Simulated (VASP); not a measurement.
Energy against volume of Al (fcc). Level of theory: PBE GGA with D4 dispersion, VASP's PBE PAW potentials (set 64) (plane waves; VASP 6.6.1). Settings: 520 eV cut-off, 16×16×16 Γ-centred mesh, first-order Methfessel-Paxton smearing of 0.10 eV, potentials Al.

```csv
V (Å³/atom),E (eV/atom)
15.303,-4.09744
15.776,-4.10260
16.249,-4.09977
16.722,-4.09019
```

Task: Fit these four points and predict the energy of the run at 14.829 Å³/atom.

Result: A cubic in V^(−2/3), the third-order Birch-Murnaghan form, passes through the four points with V0 = 15.83 Å³/atom and B0 = 89 GPa, and gives -4.0828 eV/atom there. The run gave -4.0831 eV/atom, -0.3 meV/atom from the fit; all five points give B0 = 88 GPa.

The compound is Al in the fcc structure. It was relaxed first.
